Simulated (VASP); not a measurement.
Given:

```
Cu2O
1.0
    4.31961     0.00000     0.00000
    0.00000     4.31961     0.00000
    0.00000     0.00000     4.31961
Cu O
4 2
Direct
  0.75000   0.25000   0.75000
  0.25000   0.75000   0.75000
  0.75000   0.75000   0.25000
  0.25000   0.25000   0.25000
  0.00000   0.00000   0.00000
  0.50000   0.50000   0.50000
```

All values below come from rev-vdW-DF2, VASP's PBE PAW potentials (set 64) (plane waves; VASP). Settings: 520 eV cut-off, 5×5×5 Γ-centred mesh, Gaussian smearing of 0.050 eV, potentials Cu O.

Q: Give the stress tensor in GPa (positive for a compressed cell).

A: 
```
-3.19   0.00   0.00
 0.00  -3.19   0.00
 0.00   0.00  -3.19
```
The pressure is its mean diagonal, -3.19 GPa.

The compound is Cu2O in the cuprite structure. This cell is one point of a volume scan, at 1.03 of the reference volume.
